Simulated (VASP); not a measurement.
**TlCrS₂ (space group R3m): computed properties**

All values below come from PBEsol GGA, VASP's PBE PAW potentials (set 64) (plane waves; VASP).

```yaml
space_group: R3m (160)
cell: a = b = 3.525 Å, c = 21.823 Å, α = β = 90.00°, γ = 120.00°
volume_per_atom: 19.58 Å^3/atom
band gap (over mesh and band path): none (metal, semimetal or under 0.01 eV)
cell_moment: 2.99 μB
density: 6.80 g/cm³
```

Space group R3m, hexagonal axes (No. 160); a = 3.5255 Å, b = 3.5255 Å, c = 21.8234 Å, α = 90.00°, β = 90.00°, γ = 120.00°

```json
[
 {"atom": "Cr", "site": "3a", "symmetry": "3m", "x": "0.0000", "y": "0.0000", "z": "0.0002"},
 {"atom": "Tl", "site": "3a", "symmetry": "3m", "x": "0.0000", "y": "0.0000", "z": "0.8337"},
 {"atom": "S", "site": "3a", "symmetry": "3m", "x": "0.0000", "y": "0.0000", "z": "0.3906"},
 {"atom": "S", "site": "3a", "symmetry": "3m", "x": "0.0000", "y": "0.0000", "z": "0.6088"}
]
```
(The calculation used a cell of 4 atoms; values per cell refer to that cell.)

The run has a spin-polarised start. Unless said otherwise, spin-orbit coupling is left out, though it shifts the bands of the heavy elements here.

The structure comes from a computed database's TlCrS2 entry (R3m); how it stands against other phases isn't given here. It was relaxed first, which changed the volume by -6 %. Symmetry was kept, so distortions that lower it aren't found.
